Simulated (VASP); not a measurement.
Runs of VASP 6.6.1 on Ir. It takes space group Fm-3m (No. 225, cubic). The conventional cell has a = 3.834 Å, b = 3.834 Å, c = 3.834 Å, α = 90.00°, β = 90.00°, γ = 90.00°. Around Ir (site symmetry m-3m) lie 12 Ir at 2.71 Å. 

| level | k mesh | cutoff (eV) | smearing | gap on the mesh (eV) | pressure (GPa) |
| --- | --- | --- | --- | --- | --- |
| PBEsol | 18 × 18 × 18 | 520 | gaussian 0.5 eV | none | 1.0 |
| PBEsol | 28 × 28 × 28 | 520 | gaussian 0.1 eV | none | -0.1 |
| r2SCAN | 18 × 18 × 18 | 520 | gaussian 0.1 eV | none | 5.7 |
| PBEsol | 18 × 18 × 18 | 900 | gaussian 0.1 eV | none | -0.1 |
| PBEsol | 18 × 18 × 18 | 700 | gaussian 0.1 eV | none | (a) |

Alike in all rows: task single point; potentials or basis VASP PAW PBE potentials, release 64 (Ir); no spin polarisation; cell as given.

Q: Estimate the missing entries.

A: (a) 0.0.

Caveats: the PAW data sets were made with another functional, which shifts forces and pressure a little.

A k mesh can miss the band edges, and the runs leave out spin-orbit coupling on Ir.

A gap of «none» marks a metal or a gap under the smearing width.

Not every run made on this cell is shown here.
